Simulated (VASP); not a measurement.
Computed with revTPSS meta-GGA, VASP's PBE PAW potentials (set 64) (plane waves; VASP 6.6.1).

The input files of a VASP run:

**KPOINTS**
```
Regular mesh
0
G
 8 8 8
```

File POSCAR:
```
Cs
1
   -3.1008467590     3.1008467590     3.1008467590
    3.1008467590    -3.1008467590     3.1008467590
    3.1008467590     3.1008467590    -3.1008467590
Cs
1
Direct
  0.0000000000   0.0000000000   0.0000000000
```

**INCAR**
```
! general
SYSTEM  = Cs
PREC    = Accurate
ENCUT   = 520
LREAL   = .False.   ! projection in real space or not
LASPH   = .True.

! electronic loop
EDIFF   = 1E-6
NELM    = 100   ! most electronic steps
ALGO    = Normal
LMAXMIX = 4
LMIXTAU = .True.

! smearing
ISMEAR  = 1   ! Methfessel-Paxton
SIGMA   = 0.1   ! width (eV)

! functional
METAGGA = RTPSS

! ions
IBRION  = 2
NSW     = 60
ISIF    = 3
EDIFFG  = -0.01   ! ionic stop

! output
LWAVE   = .False.
LCHARG  = .False.
```

POTCAR, in this order: Cs_sv (PBE.64 set). Program: vasp_std.

What VASP printed:

File OUTCAR:
```
 ion  position               nearest neighbor table
   1  0.000  0.000  0.000-
  LATTYP: Found a body centered cubic cell.
 ALAT       =     6.2016935180
 Subroutine PRICEL returns:
 Original cell was already a primitive cell.
 Subroutine GETGRP returns: Found 48 space group operations
The static configuration has the point symmetry O_h .
The dynamic configuration has the point symmetry O_h .
 Subroutine INISYM returns: Found 48 space group operations
 Subroutine IBZKPT returns following result:
 Found     29 irreducible k-points:

 Following reciprocal coordinates:
            Coordinates               Weight
  0.000000  0.000000  0.000000      1.000000
  0.125000  0.000000  0.000000     12.000000
  0.250000  0.000000  0.000000     12.000000
  0.375000  0.000000  0.000000     12.000000
  0.500000  0.000000  0.000000      6.000000
  0.125000  0.125000  0.000000     24.000000
  0.250000  0.125000  0.000000     48.000000
  0.375000  0.125000 -0.000000     48.000000
  0.250000  0.250000  0.000000     24.000000
  0.375000  0.250000 -0.000000     24.000000
...
```

**OSZICAR**
```
       N       E                     dE             d eps       ncg     rms          rms(c)
DAV:   1     0.928910365162E+02    0.92891E+02   -0.30084E+03   696   0.964E+02
DAV:   2     0.328729120259E+02   -0.60018E+02   -0.59293E+02   856   0.227E+02
DAV:   3     0.201149618445E+02   -0.12758E+02   -0.12755E+02   712   0.142E+02
DAV:   4     0.193968643676E+02   -0.71810E+00   -0.71807E+00   896   0.508E+01
DAV:   5     0.193857430950E+02   -0.11121E-01   -0.11121E-01   912   0.633E+00    0.666E-01
DAV:   6     0.204192405496E+02    0.10335E+01   -0.80544E-01   560   0.142E+01    0.178E-01
DAV:   7     0.206052541096E+02    0.18601E+00   -0.31348E-01   768   0.476E+00    0.302E-01
DAV:   8     0.206952891874E+02    0.90035E-01   -0.59478E-02   640   0.175E+00    0.150E-01
DAV:   9     0.206017625117E+02   -0.93527E-01   -0.15349E+01   464   0.787E+02    0.457E-02
DAV:  10     0.206136977672E+02    0.11935E-01   -0.88804E-01   488   0.136E+02    0.341E-02
DAV:  11     0.206939761859E+02    0.80278E-01   -0.17239E+00   464   0.409E+00    0.189E-02
DAV:  12     0.207015434974E+02    0.75673E-02   -0.13726E-01   480   0.635E+00    0.389E-02
DAV:  13     0.207842045302E+02    0.82661E-01   -0.19911E-01   472   0.819E+00    0.543E-02
DAV:  14     0.207077530647E+02   -0.76451E-01   -0.11294E-01   472   0.524E+00    0.453E-02
DAV:  15     0.207196917261E+02    0.11939E-01   -0.56828E-02   464   0.457E+00    0.440E-02
DAV:  16     0.207397433188E+02    0.20052E-01   -0.43176E-01   464   0.164E+01    0.415E-02
DAV:  17     0.207023781374E+02   -0.37365E-01   -0.17225E-01   464   0.641E+00    0.152E-02
DAV:  18     0.207040545212E+02    0.16764E-02   -0.29839E+01   464   0.144E+03    0.150E-02
DAV:  19     0.207046220452E+02    0.56752E-03   -0.45721E-03   816   0.225E+01    0.112E-02
DAV:  20     0.207164706317E+02    0.11849E-01   -0.58864E-04   560   0.286E+01    0.114E-02
DAV:  21     0.206929097929E+02   -0.23561E-01   -0.72952E-02   464   0.372E+00    0.118E-02
DAV:  22     0.206927956934E+02   -0.11410E-03   -0.57408E-05   800   0.751E-02    0.126E-02
DAV:  23     0.206928080659E+02    0.12372E-04   -0.17902E-06   624   0.186E-02    0.119E-02
DAV:  24     0.206928226118E+02    0.14546E-04   -0.26447E-05   544   0.656E-02    0.979E-03
DAV:  25     0.206927891163E+02   -0.33495E-04   -0.96855E-06   544   0.327E-02    0.884E-03
DAV:  26     0.206927838940E+02   -0.52223E-05   -0.12886E-05   536   0.496E-02    0.581E-03
DAV:  27     0.206927562992E+02   -0.27595E-04   -0.39594E-06   560   0.241E-02    0.471E-03
DAV:  28     0.206927538487E+02   -0.24505E-05   -0.35060E-06   512   0.194E-02    0.361E-03
DAV:  29     0.206927431639E+02   -0.10685E-04   -0.22302E-06   528   0.207E-02    0.322E-03
DAV:  30     0.206927419535E+02   -0.12104E-05   -0.50847E-07   592   0.701E-03    0.345E-03
DAV:  31     0.206927430455E+02    0.10921E-05   -0.40569E-07   528   0.624E-03    0.316E-03
DAV:  32     0.206927419591E+02   -0.10864E-05   -0.17964E-07   392   0.602E-03    0.302E-03
DAV:  33     0.206927420113E+02    0.52185E-07   -0.43950E-08   312   0.281E-03
   1 F= 0.20692742E+02 E0= 0.20693682E+02  d E =0.206927E+02
       N       E                     dE             d eps       ncg     rms          rms(c)
DAV:   1     0.206924421166E+02   -0.29984E-03   -0.70056E-03   472   0.551E-01    0.732E-02
DAV:   2     0.206926871614E+02    0.24504E-03   -0.39510E-04   520   0.130E-01    0.331E-02
DAV:   3     0.206927839455E+02    0.96784E-04   -0.22269E-04   568   0.112E-01    0.722E-03
DAV:   4     0.206927523451E+02   -0.31600E-04   -0.81966E-05   512   0.844E-02    0.567E-03
DAV:   5     0.206927475161E+02   -0.48291E-05   -0.96509E-06   512   0.381E-02    0.621E-04
DAV:   6     0.206927468419E+02   -0.67413E-06   -0.14110E-05   512   0.311E-02    0.521E-04
DAV:   7     0.206927429083E+02   -0.39336E-05   -0.50872E-06   520   0.208E-02    0.328E-04
DAV:   8     0.206927431743E+02    0.26599E-06   -0.33376E-07   416   0.703E-03
   2 F= 0.20692743E+02 E0= 0.20693686E+02  d E =0.116298E-05
```

OUTCAR:
```
------------------------ aborting loop because EDIFF is reached ----------------------------------------
  FORCE on cell =-STRESS in cart. coord.  units (eV):
  Direction    XX          YY          ZZ          XY          YZ          ZX
  --------------------------------------------------------------------------------------
  Total        0.0028250      0.0028250      0.0028250     -0.0000000     -0.0000000      0.0000000
  in kB        0.0380403      0.0380403      0.0380403     -0.0000000     -0.0000000      0.0000000
  external PRESSURE =       0.0380403 kB  Pullay stress =       0.0000000 kB
  volume of cell :      118.98
      direct lattice vectors                 reciprocal lattice vectors
    -3.098421027  3.098421027  3.098421027     0.000000000  0.161372517  0.161372517
     3.098421027 -3.098421027  3.098421027     0.161372517  0.000000000  0.161372517
     3.098421027  3.098421027 -3.098421027     0.161372517  0.161372517  0.000000000
 POSITION                                       TOTAL-FORCE (eV/Angst)
 -----------------------------------------------------------------------------------
      6.19684      0.00000      0.00000        -0.000000      0.000000      0.000000
 -----------------------------------------------------------------------------------
    total drift:                                0.000000      0.000000     -0.000000
  FREE ENERGIE OF THE ION-ELECTRON SYSTEM (eV)
  ---------------------------------------------------
  free  energy   TOTEN  =        20.6927431743 eV

  energy  without entropy=       20.6955723827  energy(sigma->0) =       20.69368624

 reached required accuracy - stopping structural energy minimisation
```
(Selected blocks of OUTCAR.)

CONTCAR:
```
Cs
   1.00000000000000
    -3.0984210266674945    3.0984210266674945    3.0984210266674945
     3.0984210266674945   -3.0984210266674945    3.0984210266674945
     3.0984210266674945    3.0984210266674945   -3.0984210266674945
  Cs
     1
Direct
     0.0000000000000000    1.0000000000000000    1.0000000000000000
```

The compound is Cs in the bcc structure. This run relaxes it. Symmetry was kept, so distortions that lower it aren't found. The start is the result of an earlier pass.
